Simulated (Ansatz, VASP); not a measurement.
# SnTe: VASP beside Ansatz, part 2 of 2

Wanted: the spread between two codes on one cell, functional and k mesh. The cell is taken from a series of runs on this material, whose earlier steps may have relaxed, scaled, displaced or heated it; both programs get it as it stands.

VASP 6.6.1 and Ansatz 0.2.0.

So far: The starting structure; VASP: zone-centre phonons, PBEsol.

**3. Ansatz: zone-centre phonons, PBEsol**

Level of this step: Ansatz beside VASP: Kohn-Sham DFT, plane waves, PBEsol (Ansatz).

Ansatz runs on its PAW soft_1 files.

The same cell, functional, mesh and smearing now go to Ansatz, which takes its cutoff from its data sets.

Input file input.yaml:

```yaml
crystal:
  lattice:
    - [0.0, 3.142766097, 3.2070136716]
    - [3.142766097, 0.0, 3.2070136716]
    - [3.142766097, 3.142766097, 0.0]
  atoms:
    - { symbol: Sn, position: [0.0, 0.0, 0.0] }
    - { symbol: Te, position: [0.5, 0.5, 0.5] }
kpoints:
  mp_grid: { grid: [12, 12, 12] }
hamiltonian:
  xc: pbesol
  pseudopotentials: { kind: paw, azcp: { folder: soft_1 }, xc_functional: pbe }
scf:
  occupations: { method: gaussian, width: 0.01 }
output:
  eigenvalues: true
phonons:
  method: dfpt
```

Started as:

```bash
$ ansatz run input.yaml --threads 4 --pin off --max-ram 10240MiB --backend cpu --events-out ev --progress --plain --runs-dir out
```

Numbers of over 12 decimals in the logs are rounded to 6 here.

Log:

```text
zone centre: on kpoints.mp_grid the ground state, and the responses unless they are solved on pairs of k-points, stand on 280 of the mesh's 1728 k-points, reduced under 8 symmetry operations, with k and −k counted as one. Each operation leaves every solved displacement unchanged or reverses it
Engine: ansatz 0.2.0, x86_64-unknown-linux-gnu
Pseudopotentials: kind: paw
Pseudopotential: Sn, paw, valence charge 14, recommended cutoff 420 eV (normal), soft_1/Sn.paw.azcp
Pseudopotential: Te, paw, valence charge 16, recommended cutoff 420 eV (normal), soft_1/Te.paw.azcp
Functional definition: PBEsol
  exchange = pbesol_x
  correlation = pbesol_c
Crystal: 2 atoms, lattice volume = 63.351 Å³
Basis set: ecut = 420 eV, 1243 PW (Γ), exchange–correlation on 64×64×64 points (8 copies of the dense FFT grid, shifted against one another)
Bands: 19, of which v1, the nominal top of the filled ones, is band 15 counted from 1 (14 counted from 0)
Symmetry: 16 space group operations
k-points: 280 of 1728 (irreducible under 8 space group operations)
Non-local potential: Sn, projectors of the file, l = 0: 2, l = 1: 2, l = 2: 2, l = 3: 1
Non-local potential: Te, projectors of the file, l = 0: 2, l = 1: 2, l = 2: 2, l = 3: 1
PAW form: soft (Blöchl's): semilocal exchange-correlation on the pseudo side does not see the compensation charge
PAW frozen core: Sn, regenerated for the run's functional, and the local potential with it (the file was generated under x = pbe(κ = 0.804, μ = 0.219515), c = pbe(β = 0.066725))
PAW frozen core: Te, regenerated for the run's functional, and the local potential with it (the file was generated under x = pbe(κ = 0.804, μ = 0.219515), c = pbe(β = 0.066725))
PAW one-centre angular grid: Sn, 590 points (default); XC on 64 Gauss nodes
PAW one-centre angular grid: Te, 590 points (default); XC on 64 Gauss nodes
Initial density: superposition of atomic densities (chi_scale 0.1, normalization cell, long waves kept (reshape's long-wave potential 0.00 eV rms))
Initial wavefunctions: pseudopotential atomic-orbital guess
Functional: x = pbesol(κ = 0.804, μ = 0.123457), c = pbesol(β = 0.046)
SCF iter   1: F=—  HF=-12852.005119 eV  |F-HF|=—  |Δ(HF+E_count)|=         —  Δρ=1.08e-2  dr2=7.66e-2  ethr=3.10e-3  ⟨swp⟩=7.7  Hψ=31002  notcnv=0
preconditioner: auto → none  [insulator: Δε(μ)=0.134 eV  Ē_g=8.614 eV  σ=0.010 eV  W_gap=1.00  n_scr=14 (ndim 8)  ℏωp=14.8 eV  f_vac=0.000  D(μ)=0.00/eV (n_scr^D=0)  ε∞_Penn≈3.9]
SCF iter   2: F=—  HF=-12851.998301 eV  |F-HF|=—  |Δ(HF+E_count)|=   6.82e-3  Δρ=5.38e-3  dr2=2.00e-2  ethr=2.55e-4  ⟨swp⟩=2.0  Hψ=8738  notcnv=0
SCF iter   3: F=—  HF=-12851.997997 eV  |F-HF|=—  |Δ(HF+E_count)|=   3.04e-4  Δρ=3.82e-4  dr2=5.16e-5  ethr=6.65e-5  ⟨swp⟩=3.2  Hψ=8587  notcnv=0
SCF iter   4: F=—  HF=-12851.998020 eV  |F-HF|=—  |Δ(HF+E_count)|=   2.34e-5  Δρ=1.17e-4  dr2=3.80e-6  ethr=1.72e-7  ⟨swp⟩=2.0  Hψ=9964  notcnv=0
SCF iter   5: F=—  HF=-12851.998023 eV  |F-HF|=—  |Δ(HF+E_count)|=   2.94e-6  Δρ=1.52e-5  dr2=6.73e-8  ethr=1.27e-8  ⟨swp⟩=2.0  Hψ=9520  notcnv=0
SCF iter   6: F=—  HF=-12851.998024 eV  |F-HF|=—  |Δ(HF+E_count)|=   6.40e-7  Δρ=2.75e-6  dr2=3.91e-9  ethr=2.24e-10  ⟨swp⟩=2.0  Hψ=9520  notcnv=0
SCF iter   7: F=—  HF=-12851.998024 eV  |F-HF|=—  |Δ(HF+E_count)|=  7.88e-10  Δρ=4.67e-7  dr2=9.68e-11  ethr=1.30e-11  ⟨swp⟩=2.0  Hψ=8120  notcnv=0
SCF iter   8: F=—  HF=-12851.998024 eV  |F-HF|=—  |Δ(HF+E_count)|=  5.09e-11  Δρ=1.67e-7  dr2=1.64e-11  ethr=1.00e-12  ⟨swp⟩=7.7  Hψ=29283  notcnv=0
SCF iter   9: F=-12851.998024 eV  HF=-12851.998024 eV  |F-HF|=7.28e-12  |Δ(HF+E_count)|=    0.00e0  Δρ=3.46e-8  dr2=5.61e-13  ethr=1.00e-12  ⟨swp⟩=6.0  Hψ=22946  notcnv=0
SCF 1 converged in 9 iterations: F = -12851.998024 eV  dr2 = 5.61e-13
  greatest PAW one-centre occupation: 0.998 electrons in one spin orbital (limit 2), on the Te atom at site 1 (counted from 0), in its partial waves of l = 2
DFPT response loops at Γ: preconditioner auto → Resta (q_TF=auto, 2.409 Å⁻¹)  ε∞=21.6 (no band partly filled); β = 1.00, the filter's whole step (`scf.mixing.beta` (0.50) is not read by the response loops at its default; to damp them type it under 1.00, their step now; it binds the ground state too); Broyden in place of MSR1
SCF converged after 9 iterations
Free energy (F): -12851.998024 eV
Harris-Foulkes:  -12851.998024 eV  (|F-HF|=7.28e-12)
Internal energy: -12851.998024 eV  (E = F + TS)
E sigma→0 (E₀):  -12851.998024 eV
Fermi energy:    9.366777 eV
--- Per-component energies (eV) ---
  E_band       = -360.913049
  E_kinetic    = 338.909796
  E_local      = -2704.112028  (includes V_loc(G=0)·N_el)
  E_nonlocal   = 215.469204
  E_hartree    = 1344.487547
  E_xc         = -246.183781
  E_vxc        = -182.086911  (∫ρ·V_xc dr)
  E_paw        = -8888.333283  (= ΣΔE_a)
  E_vpaw       = -718.068534  (= ΣTr[D̂ρ^β])
  E_aug_tail   = 0.000379  (compensation charges beyond the density's cutoff)
  E_ewald      = -2912.895509
  E_core_change = 0.659651  (= ΣΔE_core)
  E_smearing   = -0.000000  (= −TS)
  E_closure    = 0.000000  (closes the sum)
  Σ components = -12851.998024   (vs F -12851.998024, Δ=0.00e0)
--- Band table (eV; the first three rows and the last of 280) ---
  k-point 0: bands = [... 11 lower, 4.5946, 7.1895, 7.1895, 7.4056, 12.3504, 12.8302, 12.8302, 14.0267]
  k-point 1: bands = [... 11 lower, 4.2641, 7.2043, 7.3031, 7.5335, 12.0392, 12.4824, 12.4909, 14.0402]
  k-point 2: bands = [... 11 lower, 3.5292, 7.2515, 7.3535, 7.9615, 11.3890, 11.7671, 11.7957, 14.0799]
  k-point 279: bands = [... 11 lower, 2.9698, 3.8802, 5.7084, 5.7084, 11.5518, 14.2702, 14.2702, 15.4191]
--- Phonons (Γ-DFPT): 4 representative perturbations + reference, on 280 of 1728 k-points (Σ response iterations 12) ---
  k mesh reduced under 8 symmetry operations, with k and −k counted as one. Each operation leaves every solved displacement unchanged or reverses it
  ASR residual: 5.379e-5 → 0.000e0 eV/Å²; symmetrization residual: 9.716e-6 eV/Å²
  ASR residual per site (eV/Å²): 5.38e-5 4.23e-5
  Γ frequencies (cm⁻¹): -36.41 0.00 0.00 0.00 21.11 21.11
  non-analytic LO–TO correction: not included (Born effective charges unavailable; polar crystals: no LO–TO splitting at Γ)
```

In the SCF lines HF is the Harris–Foulkes energy and dr2 the Hartree energy of the density residual, in eV; the loop may stop once dr2 is under the threshold and the program's other checks hold. Hψ counts applications of the Hamiltonian.

**4. Differences**

Known differences besides the potentials themselves: the data sets hold 30 valence electrons in Ansatz (on its PAW soft_1 files) and 20 in VASP; the cutoff is 420 eV in Ansatz and 500 eV in VASP; Ansatz makes its cores anew for this functional, VASP keeps those of its PBE data sets. Total energies have different zeros and are not compared.

The two programs side by side:

| quantity | Ansatz | VASP | difference |
| --- | --- | --- | --- |
| optical mode 1 (imaginary, printed as negative) (cm⁻¹) | -36.4 | -34.6 | -1.9 |
| optical mode 2 to 3 (cm⁻¹) | 21.1 | 25.1 | -4.0 |

Modes are paired by rising frequency, not by their patterns, so a pair may set unlike modes beside each other; they are those without the splitting of longitudinal modes.

**5. Summary of results**

```yaml
r_m_s_difference_of_the_optical_zone_centre_modes_each_program_s_sorted_by_frequency_zone_centre_phonons_pbesol: 3.4 cm⁻¹
```

The r.m.s. difference of the optical zone-centre modes, each program's sorted by frequency is 3.4 cm⁻¹ (zone-centre phonons, PBEsol). The data sets hold unlike numbers of valence electrons (30 in Ansatz and 20 in VASP), so part of the differences comes from the potentials. How closely two codes agree says nothing of how well the functional describes the real material.

[Lines on the potential files, build, host, timing and source positions are cut from VASP's logs without a mark.]

[Logs are printed without paths, hosts, clocks, repeated set-up lines and the standing remarks that a program may print on its own settings, such as how far it seeks lower states.]

[Hosts, paths, dates, database ids (printed as entryN), source tags and the programs' standing remarks are cut or masked in the printed files.]
